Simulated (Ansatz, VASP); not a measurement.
## InSe: VASP beside Ansatz

Aim: how closely do two programs agree when they are given the same cell, functional and k mesh? The structure shown is the start of the Ansatz relaxation below; VASP solves that cell, so the two are compared at the walk's first step.

Main program and level: Ansatz 0.2.0; plane waves, with VASP 6.6.1 beside it; single point at PBEsol with D3(BJ).

### Step 1. The structure

It takes space group R3m (No. 160, trigonal). Conventional cell: a = 3.934 Å, b = 3.934 Å, c = 24.020 Å, α = 90.00°, β = 90.00°, γ = 120.00°. Nearest to Se lie 3 In at 2.61 Å. In has 3 Se at 2.61 Å and 1 In at 2.73 Å nearest. Nearest to In lie 3 Se at 2.61 Å and 1 In at 2.73 Å. Farther neighbours and most contacts between anions are not listed.

### Step 2. Ansatz: relaxation, PBEsol with D3(BJ)

Ansatz runs on its PAW soft_1 files.

The two programs are compared at the cell with which this relaxation starts, whose forces are those of its first step.

File input.yaml:

```yaml
crystal:
  lattice:
    - [1.9670980339, 1.1357045794, 8.0065833794]
    - [-1.9670980339, 1.1357045794, 8.0065833794]
    - [0.0, -2.2714091588, 8.0065833794]
  atoms:
    - { symbol: Se, position: [0.3878188541, 0.3878188541, 0.3878188541] }
    - { symbol: Se, position: [0.1675682849, 0.1675682849, 0.1675682849] }
    - { symbol: In, position: [1.001147898, 0.001147898, 0.001147898] }
    - { symbol: In, position: [0.887464963, 0.887464963, 0.887464963] }
kpoints:
  mp_grid: { grid: [12, 12, 12] }
hamiltonian:
  xc: pbesol
  dispersion: d3bj
  pseudopotentials: { kind: paw, azcp: { folder: soft_1 }, xc_functional: pbe }
scf:
  occupations: { method: gaussian, width: 0.02 }
output:
  forces: true
  stress: true
  eigenvalues: true
relax:
  adjacent_minimum: "off"
  f_tol: 0.001
  max_steps: 60
  cell: { stress_tol: 0.01, fix: [volume] }
```

Started as:

```bash
> ansatz run input.yaml --threads 8 --pin off --max-ram 16384MiB --backend cpu --events-out ev --progress --plain --runs-dir out
```

Numbers of over 12 decimals in the logs are rounded to 6 here.

Output:

```text
basis.fft_grid_basis auto: the FFT boxes are laid along the combinations [[1, 0, -1], [0, 1, -1], [0, 0, 1]] of the cell's own vectors, 3.934, 3.934 and 8.323 Å long. The dense box has 27×27×60 points. Along the cell's own vectors, as sized, it would have 60×60×60, 4.94 times as many. Of the 6 symmetry operations that the crystal satisfies within crystal.symmetry.tolerance (time reversal apart; of a slab, those that  [...]
Engine: ansatz 0.2.0, aarch64-unknown-linux-gnu
Pseudopotentials: kind: paw
Pseudopotential: Se, paw, valence charge 16, recommended cutoff 420 eV (normal), soft_1/Se.paw.azcp
Pseudopotential: In, paw, valence charge 13, recommended cutoff 420 eV (normal), soft_1/In.paw.azcp
Functional definition: PBEsol
  exchange = pbesol_x
  correlation = pbesol_c
Crystal: 4 atoms, lattice volume = 107.322 Å³
Basis set: ecut = 420 eV, 2121 PW (Γ), FFT grids on a1−a3, a2−a3, a3, exchange–correlation on 54×54×120 points (8 copies of the dense FFT grid, shifted against one another)
Bands: 35, of which v1, the nominal top of the filled ones, is band 29 counted from 1 (28 counted from 0)
Symmetry: 6 space group operations
Space group: R3m (ITA 160), of the structure as read, at distance tolerance 4.8e-5 Å
k-points: 189 of 1728 (time reversal used)
Non-local potential: Se, projectors of the file, l = 0: 2, l = 1: 2, l = 2: 3, l = 3: 1
Non-local potential: In, projectors of the file, l = 0: 2, l = 1: 2, l = 2: 2, l = 3: 1
PAW form: soft (Blöchl's): semilocal exchange-correlation on the pseudo side does not see the compensation charge
PAW frozen core: Se, regenerated for the run's functional, and the local potential with it (the file was generated under x = pbe(κ = 0.804, μ = 0.219515), c = pbe(β = 0.066725))
PAW frozen core: In, regenerated for the run's functional, and the local potential with it (the file was generated under x = pbe(κ = 0.804, μ = 0.219515), c = pbe(β = 0.066725))
PAW one-centre angular grid: Se, 590 points (default); XC on 64 Gauss nodes
PAW one-centre angular grid: In, 590 points (default); XC on 64 Gauss nodes
Initial density: superposition of atomic densities (chi_scale 0.1, normalization cell, long waves kept (reshape's long-wave potential 0.63 eV rms))
Initial wavefunctions: pseudopotential atomic-orbital guess
Functional: x = pbesol(κ = 0.804, μ = 0.123457), c = pbesol(β = 0.046)
SCF iter   1: F=—  HF=-21905.320213 eV  |F-HF|=—  |Δ(HF+E_count)|=         —  Δρ=5.25e-2  dr2=1.58e1  ethr=3.10e-3  ⟨swp⟩=6.9  Hψ=29120  notcnv=0
preconditioner: auto → Resta (q_TF=auto, 2.462 Å⁻¹)  ε∞=3.3  [insulator: Δε(μ)=0.117 eV  Ē_g=14.716 eV  σ=0.020 eV  W_gap=1.00  n_scr=30 (ndim 8)  ℏωp=22.1 eV  f_vac=0.011  D(μ)=0.00/eV (n_scr^D=0)  ε∞_Penn≈3.3]
SCF iter   2: F=—  HF=-21902.664309 eV  |F-HF|=—  |Δ(HF+E_count)|=    2.66e0  Δρ=1.97e-2  dr2=3.94e-1  ethr=3.10e-3  ⟨swp⟩=4.8  Hψ=15017  notcnv=0  defer=216
SCF iter   3: F=—  HF=-21902.529615 eV  |F-HF|=—  |Δ(HF+E_count)|=   1.35e-1  Δρ=1.16e-2  dr2=1.10e-1  ethr=6.79e-4  ⟨swp⟩=2.1  Hψ=14524  notcnv=0  defer=218
SCF iter   4: F=—  HF=-21902.496429 eV  |F-HF|=—  |Δ(HF+E_count)|=   3.32e-2  Δρ=1.99e-3  dr2=7.55e-3  ethr=1.90e-4  ⟨swp⟩=2.2  Hψ=12523  notcnv=0  defer=218
SCF iter   5: F=—  HF=-21902.492034 eV  |F-HF|=—  |Δ(HF+E_count)|=   4.40e-3  Δρ=8.53e-4  dr2=9.36e-4  ethr=1.30e-5  ⟨swp⟩=2.0  Hψ=12794  notcnv=0  defer=218
SCF iter   6: F=—  HF=-21902.492498 eV  |F-HF|=—  |Δ(HF+E_count)|=   4.64e-4  Δρ=2.04e-4  dr2=1.00e-4  ethr=1.61e-6  ⟨swp⟩=2.0  Hψ=12347  notcnv=0  defer=218
SCF iter   7: F=—  HF=-21902.492510 eV  |F-HF|=—  |Δ(HF+E_count)|=   1.17e-5  Δρ=6.61e-5  dr2=1.14e-5  ethr=1.72e-7  ⟨swp⟩=2.0  Hψ=11875  notcnv=0  defer=218
SCF iter   8: F=—  HF=-21902.492514 eV  |F-HF|=—  |Δ(HF+E_count)|=   4.46e-6  Δρ=2.10e-5  dr2=7.15e-7  ethr=1.96e-8  ⟨swp⟩=2.0  Hψ=11882  notcnv=0  defer=218
SCF iter   9: F=—  HF=-21902.492514 eV  |F-HF|=—  |Δ(HF+E_count)|=   7.63e-9  Δρ=9.85e-6  dr2=2.26e-7  ethr=1.72e-10  ⟨swp⟩=12.1  Hψ=38753  notcnv=0
SCF iter  10: F=-21902.492514 eV  HF=-21902.492514 eV  |F-HF|=4.07e-9  |Δ(HF+E_count)|=   1.41e-9  Δρ=2.72e-6  dr2=1.03e-8  ethr=1.72e-10  ⟨swp⟩=4.5  Hψ=24270  notcnv=0
SCF 1 converged in 10 iterations: F = -21902.492514 eV  dr2 = 1.03e-8
  greatest PAW one-centre occupation: 1.000 electrons in one spin orbital (limit 2), on the Se atom at site 1 (counted from 0), in its partial waves of l = 2
[...]
SCF iter  12: F=-21902.495693 eV  HF=-21902.495693 eV  |F-HF|=3.64e-12  |Δ(HF+E_count)|=    0.00e0  Δρ=1.30e-8  dr2=1.92e-13  ethr=1.00e-12  ⟨swp⟩=5.0  Hψ=24859  notcnv=0
the search or the solves at the SCF's close seem to have found levels that the self-consistency loop had missed (the run counts 1). By its estimate they hold under 1e-12 electrons; where the run keeps them, the occupations were computed again with them
SCF 3 converged in 12 iterations: F = -21902.495693 eV  dr2 = 1.92e-13
relax step   3: F+E_penalty+E_count = -21902.49569276 eV  Δ(F+E_penalty+E_count) = -3.178e-3 eV  max|allowed force component| = 1.479e-2 eV/Å  Δτ_max = 0.0245 Å  P = +0.758 GPa  Ω = 107.322 Å³  energy of the carried Pulay correction = -1.906e-18 eV  fix = [volume]  reactions: volume +0.758 GPa  (12 SCF iters, accepted)
[...]
relax step   4: F+E_penalty+E_count = -21902.49570986 eV  Δ(F+E_penalty+E_count) = -1.710e-5 eV  max|allowed force component| = 4.482e-3 eV/Å  Δτ_max = 0.0002 Å  P = +0.752 GPa  Ω = 107.322 Å³  energy of the carried Pulay correction = +7.624e-18 eV  fix = [volume]  reactions: volume +0.752 GPa  (4 SCF iters, dr2 threshold 1.37e-8 eV, accepted)
[...]
relax step   5: F+E_penalty+E_count = -21902.49571175 eV  Δ(F+E_penalty+E_count) = -1.886e-6 eV  max|allowed force component| = 2.568e-5 eV/Å  Δτ_max = 0.0001 Å  P = +0.752 GPa  Ω = 107.322 Å³  energy of the carried Pulay correction = -1.906e-18 eV  fix = [volume]  reactions: volume +0.752 GPa  (4 SCF iters, dr2 threshold 1.26e-9 eV, accepted)
[...]
relax step   6: F+E_penalty+E_count = -21902.49570918 eV  Δ(F+E_penalty+E_count) = +2.565e-6 eV  max|allowed force component| = 3.884e-5 eV/Å  Δτ_max = 0.0000 Å  P = +0.752 GPa  Ω = 107.322 Å³  fix = [volume]  reactions: volume +0.752 GPa  stress off target by 6.28e-4 GPa on what of the cell is left free  SCF on the basis re-selected at this cell (its energy is not comparable with the rows above)  (7 SCF iters)
basis re-selected at this cell: Δ(F+E_penalty+E_count) = +2.565e-6 eV, ΔP = -0.000 GPa vs the last step (what re-selecting the basis moved, of the pressure what is left beyond the Pulay correction that the steps carried, after the strain that the cell walked since its last selection, with what the two solves' SCF thresholds leave and, on support functions, any second-order correction that the steps lacked; it is no m [...]
SCF converged after 7 iterations
Free energy (F): -21902.495709 eV
Harris-Foulkes:  -21902.495709 eV  (|F-HF|=0.00e0)
Internal energy: -21902.495709 eV  (E = F + TS)
E sigma→0 (E₀):  -21902.495709 eV
Fermi energy:    8.403799 eV
--- Per-component energies (eV) ---
  E_band       = -869.273827
  E_kinetic    = 661.242939
  E_local      = -7916.199417  (includes V_loc(G=0)·N_el)
  E_nonlocal   = -48.337859
  E_hartree    = 3864.214292
  E_xc         = -453.197566
  E_vxc        = -360.812720  (∫ρ·V_xc dr)
  E_paw        = -12448.888739  (= ΣΔE_a)
  E_vpaw       = -933.594939  (= ΣTr[D̂ρ^β])
  E_aug_tail   = -0.000438  (compensation charges beyond the density's cutoff)
  E_ewald      = -5562.553932
  E_disp       = -1.263699  (pairwise vdW)
  E_core_change = 2.488711  (= ΣΔE_core)
  E_smearing   = -0.000000  (= −TS)
  E_closure    = 0.000000  (closes the sum)
  Σ components = -21902.495709   (vs F -21902.495709, Δ=0.00e0)
--- Forces (eV/Å), atoms counted from 1 ---
  atom   1  Se     0.00000000    -0.00000000     0.00001424
  atom   2  Se     0.00000000     0.00000000    -0.00003884
  atom   3  In    -0.00000000    -0.00000000     0.00000065
  atom   4  In     0.00000000    -0.00000000     0.00002395
  max |Σ_I F_I| component: 9.41e-9 eV/Å
--- Stress (GPa, compression-positive) ---
        0.751361       0.000000       0.000000
        0.000000       0.751361       0.000000
        0.000000       0.000000       0.752302
  P = ⅓ Tr σ = 0.7517 GPa (7.517 kbar)
--- Band table (eV; the first three rows and the last of 189) ---
  k-point 0: bands = [... 25 lower, 6.7259, 6.7259, 7.0119, 7.0119, 10.2495, 10.3768, 12.5606, 12.5606, ... 2 higher]
  k-point 1: bands = [... 25 lower, 6.5860, 6.6181, 6.9205, 6.9400, 10.3948, 10.7526, 12.1174, 12.6247, ... 2 higher]
  k-point 2: bands = [... 25 lower, 6.3558, 6.3616, 6.7370, 7.0015, 10.4654, 10.8922, 11.9499, 12.5710, ... 2 higher]
  k-point 188: bands = [... 25 lower, 6.6545, 7.0978, 7.0978, 8.2058, 8.6018, 10.4693, 12.4053, 12.4053, ... 2 higher]
--- Relaxed structure (5 steps of the walk, 4 accepted, 1 SCFs on fresh bases) ---
  F+E_penalty+E_count = -21902.49570918 eV   max|allowed force component| = 3.884e-5 eV/Å   (the final SCF, on the basis selected at the relaxed cell)
  cell:  # Å, volume = 107.3223 Å³
    - [1.969530, 1.137109, 7.986823]
    - [-1.969530, 1.137109, 7.986823]
    - [-2.0758449547340884e-19, -2.274217, 7.986823]
  atoms:
    - { symbol: Se, position: [0.388849, 0.388849, 0.388849] }
    - { symbol: Se, position: [0.166563, 0.166563, 0.166563] }
    - { symbol: In, position: [1.001405, 0.00140472, 0.00140472] }
    - { symbol: In, position: [0.887184, 0.887184, 0.887184] }
```

### Step 3. VASP: single point, PBEsol with D3(BJ), start cell, pair 1

The same cell, functional, mesh and smearing now go to VASP, with its own data sets.

Lines of VASP's logs that name or quote its potential files are left out, and so is its time.

File INCAR:

```
SYSTEM = InSe
PREC = Accurate
ENCUT = 400
EDIFF = 1E-06
NELM = 120
ISMEAR = 0
SIGMA = 0.02
LREAL = .FALSE.
ALGO = Normal
GGA = PS
IVDW = 12
NBANDS = 25
LORBIT = 11
LWAVE = .FALSE.
LCHARG = .FALSE.
ISIF = 2
LASPH = .TRUE.
GGA_COMPAT = .FALSE.
EFERMI = MIDGAP
KPAR = 2
```

File POSCAR:

```
InSe
1.0
    1.9670980000      1.1357050000      8.0065830000
   -1.9670980000      1.1357050000      8.0065830000
    0.0000000000     -2.2714090000      8.0065830000
Se In
2 2
Direct
    0.3878188166      0.3878188166      0.3878189874
    0.1675682543      0.1675682543      0.1675683281
    0.0011479302      0.0011479302      0.0011479307
    0.8874648887      0.8874648887      0.8874652794
```

File KPOINTS:

```
Automatic mesh
0
Gamma
12 12 12
0 0 0
```

Potentials, in the order of the species: Se and In_d (PBE family, release 64).

Started as:

```bash
> mpirun -np 2 vasp_std
```

Output:

```text
[banner, memory and clock lines left out]
running    2 mpi-ranks, on    1 nodes
 distrk:  each k-point on    1 cores,    2 groups
 distr:  one band on    1 cores,    1 groups

 POSCAR found type information on POSCAR SeIn
 POSCAR found :  2 types and       4 ions
|                                                                             |
|               ----> ADVICE to this user running VASP <----                  |
|                                                                             |
|     You enforced a specific xc type in the INCAR file but a different       |
|     [... a line on the potential file left out ...]
|     I HOPE YOU KNOW WHAT YOU ARE DOING!                                     |
|                                                                             |

 LDA part: xc-table for (Slater+PW92), standard interpolation
 POSCAR, INCAR and KPOINTS ok, starting setup
 FFT: planning ... GRIDC
 FFT: planning ... GRID_SOFT
 FFT: planning ... GRID
 WAVECAR not read
 entering main loop
       N       E                     dE             d eps       ncg     rms          rms(c)
DAV:   1     0.306333386345E+03    0.30633E+03   -0.15200E+04  9458   0.144E+03
DAV:   2     0.168686134973E+02   -0.28946E+03   -0.28330E+03  9750   0.366E+02
DAV:   3    -0.147711061504E+02   -0.31640E+02   -0.31103E+02 12301   0.138E+02
DAV:   4    -0.159235808271E+02   -0.11525E+01   -0.11505E+01 10940   0.286E+01
DAV:   5    -0.159775850865E+02   -0.54004E-01   -0.53998E-01 15301   0.552E+00    0.706E+00
DAV:   6    -0.155612066969E+02    0.41638E+00   -0.89674E-01 12898   0.167E+01    0.426E+00
DAV:   7    -0.155251193242E+02    0.36087E-01   -0.34917E-01 13757   0.501E+00    0.111E+00
DAV:   8    -0.155218731525E+02    0.32462E-02   -0.32832E-02 14342   0.213E+00    0.617E-01
DAV:   9    -0.155218281474E+02    0.45005E-04   -0.46627E-03 10907   0.438E-01    0.138E-01
DAV:  10    -0.155218307015E+02   -0.25541E-05   -0.31699E-04 14727   0.157E-01    0.717E-02
DAV:  11    -0.155218746955E+02   -0.43994E-04   -0.11504E-04 11494   0.110E-01    0.186E-02
DAV:  12    -0.155218706009E+02    0.40947E-05   -0.14412E-05 14905   0.507E-02    0.124E-02
DAV:  13    -0.155218717813E+02   -0.11804E-05   -0.25341E-06  8698   0.102E-02    0.688E-03
DAV:  14    -0.155218720624E+02   -0.28119E-06   -0.10996E-06  6976   0.157E-02
   1 F= -.16784975E+02 E0= -.16784975E+02  d E =-.870640E-45
```

OUTCAR, selected parts (step 3):

```text
ion  position               nearest neighbor table
   1  0.388  0.388  0.388-   3 2.61   3 2.61   3 2.61
   2  0.168  0.168  0.168-   4 2.61   4 2.61   4 2.61
   3  0.001  0.001  0.001-   1 2.61   1 2.61   1 2.61   4 2.73
   4  0.887  0.887  0.887-   2 2.61   2 2.61   2 2.61   3 2.73

  LATTYP: Found a trigonal (rhomboedric) cell.
 ALAT       =     8.3225399803
 COS(alpha) =     0.8882698774

 Subroutine GETGRP returns: Found  6 space group operations
 (whereof  6 operations were pure point group operations)

The static configuration has the point symmetry C_3v.

 Found    189 irreducible k-points:

   k-points           NKPTS =    189   k-points in BZ     NKDIM =    189   number of bands    NBANDS=     25

   dimension x,y,z NGX =    54 NGY =   54 NGZ =   54
   dimension x,y,z NGXF=   108 NGYF=  108 NGZF=  108

   ENCUT  =  400.0 eV  29.40 Ry    5.42 a.u.  13.57 13.57 13.57*2*pi/ulx,y,z

   NELECT =      38.0000    total number of electrons

 k-points in reciprocal lattice and weights: Automatic mesh
   0.00000000  0.00000000  0.00000000       0.001
   0.08333333 -0.00000000  0.00000000       0.003
   0.16666667 -0.00000000  0.00000000       0.003
   0.25000000 -0.00000000  0.00000000       0.003
   0.33333333 -0.00000000  0.00000000       0.003
   0.41666667 -0.00000000 -0.00000000       0.003
   0.50000000 -0.00000000  0.00000000       0.002
   0.08333333  0.08333333 -0.00000000       0.003
   0.16666667  0.08333333  0.00000000       0.007
[...]
-0.41666667  0.50000000  0.41666667       0.003
   0.50000000  0.50000000  0.50000000       0.001

 average (electrostatic) potential at core
       1 -53.2806       2 -53.2810       3 -96.2219       4 -96.2183

 E-fermi :   5.1199

 k-point     1 :       0.0000    0.0000    0.0000
  band No.  band energies     occupation
    ...
     15       3.0136      2.00000
     16       3.4208      2.00000
     17       3.4208      2.00000
     18       3.6669      2.00000
     19       3.6669      2.00000
     20       6.8946      0.00000
     21       7.0330      0.00000
     22       9.2406      0.00000
     23       9.2406      0.00000
     24       9.8243      0.00000
    ...

 k-point     2 :       0.0833   -0.0000    0.0000
  band No.  band energies     occupation
    ...
     15       2.7364      2.00000
     16       3.2656      2.00000
     17       3.3126      2.00000
     18       3.5918      2.00000
     19       3.5968      2.00000
     20       7.0480      0.00000
     21       7.4326      0.00000
     22       8.8036      0.00000
     23       9.3115      0.00000
     24       9.7950      0.00000
    ...

 k-point     3 :       0.1667   -0.0000    0.0000
  band No.  band energies     occupation
    ...
     15       1.9116      2.00000
     16       3.0206      2.00000
     17       3.0553      2.00000
     18       3.3818      2.00000
     19       3.6883      2.00000
     20       7.1733      0.00000
     21       7.5747      0.00000
     22       8.6497      0.00000
     23       9.2765      0.00000
     24       9.4761      0.00000
    ...

 Edisp (eV)   -1.26310

  Total       0.85388     0.85388     0.84041     0.00000     0.00000     0.00000
  in kB      12.74732    12.74733    12.54616     0.00000     0.00000     0.00000
  external pressure =       12.68 kB  Pullay stress =        0.00 kB

  energy-cutoff  :      400.00
  volume of cell :      107.32
      direct lattice vectors                 reciprocal lattice vectors
     1.967098000  1.135705000  8.006583000     0.254181541  0.146751767  0.041632402
    -1.967098000  1.135705000  8.006583000    -0.254181541  0.146751767  0.041632402
     0.000000000 -2.271409000  8.006583000     0.000000000 -0.293503534  0.041632421

 POSITION                                       TOTAL-FORCE (eV/Angst)
 -----------------------------------------------------------------------------------
      0.00000     -0.00000      9.31531         0.000000      0.000000      0.172798
      0.00000     -0.00000      4.02495         0.000000     -0.000000     -0.170202
      0.00000      0.00000      0.02757         0.000000     -0.000000     -0.098848
      0.00000      0.00000     21.31669         0.000000      0.000000      0.096252
 -----------------------------------------------------------------------------------
    total drift:                               -0.000000      0.000552     -0.000042

  FREE ENERGIE OF THE ION-ELECTRON SYSTEM (eV)
  ---------------------------------------------------
  free  energy   TOTEN  =       -16.7849753076 eV

  energy  without entropy=      -16.7849753076  energy(sigma->0) =      -16.78497531

 total charge
# of ion       s       p       d       tot
------------------------------------------
    1        1.478   2.340   0.028   3.846
    2        1.477   2.341   0.029   3.847
    3        0.861   0.717   9.891  11.469
    4        0.861   0.720   9.890  11.472
--------------------------------------------------
tot          4.677   6.118  19.837  30.633

[... 3 further parts left out ...]
```

The run ends at a pressure of 1.27 GPa, with forces up to 0.17 eV/Å.

### Step 4. Differences

Known differences besides the potentials themselves: the data sets hold 58 valence electrons in Ansatz (on its PAW soft_1 files) and 38 in VASP; the cutoff is 420 eV in Ansatz and 400 eV in VASP; Ansatz makes its cores anew for this functional, VASP keeps those of its PBE data sets. Total energies have different zeros and are not compared.

Forces (eV/Å; atoms numbered as in POSCAR):

```csv
atom,"Ansatz x, y, z","VASP x, y, z"
Se1,"0.000, 0.000, 0.152","0.000, 0.000, 0.173"
Se2,"0.000, 0.000, -0.150","0.000, 0.000, -0.170"
In3,"0.000, 0.000, -0.077","0.000, 0.000, -0.099"
In4,"0.000, 0.000, 0.075","0.000, 0.000, 0.096"
```

The forces differ by 12 meV/Å r.m.s., which is 15.1 % of the r.m.s. force of 0.081 eV/Å (both taken over all components).

### Step 5. Other set-ups

Further runs change the set-up of one program: Ansatz's method, potentials or start, or VASP's data sets, cutoff or form of LDA. The table gives that difference for each run.

```csv
run,r.m.s. force difference (meV/Å)
as above,12
VASP with a cutoff of 500 eV (perhaps on Ansatz's relaxed cell),12
```

(Part 1 of 2 ends here.)

[Lines on the potential files, build, host, timing and source positions are cut from VASP's logs without a mark.]

[Logs are printed without paths, hosts, clocks, repeated set-up lines and the standing remarks that a program may print on its own settings, such as how far it seeks lower states.]

[Hosts, paths, dates, database ids (printed as entryN), source tags and the programs' standing remarks are cut or masked in the printed files.]

[Rows of further runs with another cutoff or data set may stand on the cell that Ansatz relaxed, not on the start cell of the pair above them.]
